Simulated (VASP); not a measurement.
Calculation: PBEsol GGA, VASP's PBE PAW potentials (set 64) (plane waves; VASP).

Input for VASP

### INCAR
```
! general
SYSTEM  = CdS
PREC    = Accurate
ENCUT   = 500   ! plane-wave cut-off (eV)
LREAL   = .FALSE.   ! projection in real space or not
LASPH   = .TRUE.

! electronic loop
EDIFF   = 1E-6
NELM    = 100
ALGO    = Normal   ! blocked Davidson
LMAXMIX = 4   ! l cut-off of mixed one-centre charges

! smearing
ISMEAR  = 0
SIGMA   = 0.05

! functional
GGA     = PS   ! PBEsol

! ions
IBRION  = 2   ! conjugate gradients
NSW     = 40   ! most ionic steps
ISIF    = 3
EDIFFG  = -0.02   ! ionic stop
PSTRESS = 50

! output
LWAVE   = .FALSE.
LCHARG  = .FALSE.
```

**KPOINTS**
```
Automatic mesh
0
G
6 6 4
```

POSCAR:
```
CdS
1.0
  4.0341705849   0.0000000000   0.0000000000
 -2.0170852924   3.4936947045   0.0000000000
  0.0000000000   0.0000000000   6.5836479894
Cd S
2 2
direct
  0.3333330000   0.6666670000   0.9997832241
  0.6666670000   0.3333330000   0.4997832241
  0.3333330000   0.6666670000   0.3752167759
  0.6666670000   0.3333330000   0.8752167759
```

POTCAR, in this order: Cd S (PBE.64 set). Program: vasp_std.

Problem. What will the output report for the number of irreducible k-points (NKPTS), largest plane-wave count, number of space-group operations, FFT grid (NGX, NGY, NGZ)?

Solution. 
```json
{
  "number of irreducible k-points (NKPTS)": "21",
  "largest_plane_wave_count": "2394",
  "number_of_space_group_operations": "12",
  "FFT grid (NGX, NGY, NGZ)": "30 × 30 × 48"
}
```

The structure was generated: CdS was put into the wurtzite type (P6_3mc), which need not be its known phase. It was relaxed first under an external pressure of 5 GPa.
